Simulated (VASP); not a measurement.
```xyz
2
Lattice="0.0000 2.8072 2.8072 2.8072 0.0000 2.8072 2.8072 2.8072 0.0000" Properties=species:S:1:pos:R:3 pbc="T T T"
Ge     0.0000     0.0000     0.0000
Ge     1.4036     1.4036     1.4036
```

Computed with LDA (Ceperley-Alder, Perdew-Zunger) with spin-orbit coupling, VASP's LDA PAW potentials (set 64) (plane waves; VASP). Run with 400 eV cut-off, 7×7×7 Γ-centred mesh, Gaussian smearing of 0.050 eV, potentials Ge_d.

Problem. Predict the energy per atom (σ→0), band gap (over mesh and band path) with the smallest direct gap where there is one.

Solution. 
The band gap (over mesh and band path) is none (metal, semimetal or under 0.01 eV) and the energy per atom (σ→0) is -5.194 eV/atom.

Only differences to runs with the same potentials and settings are physical.

The compound is Ge in the diamond structure. It was relaxed first.
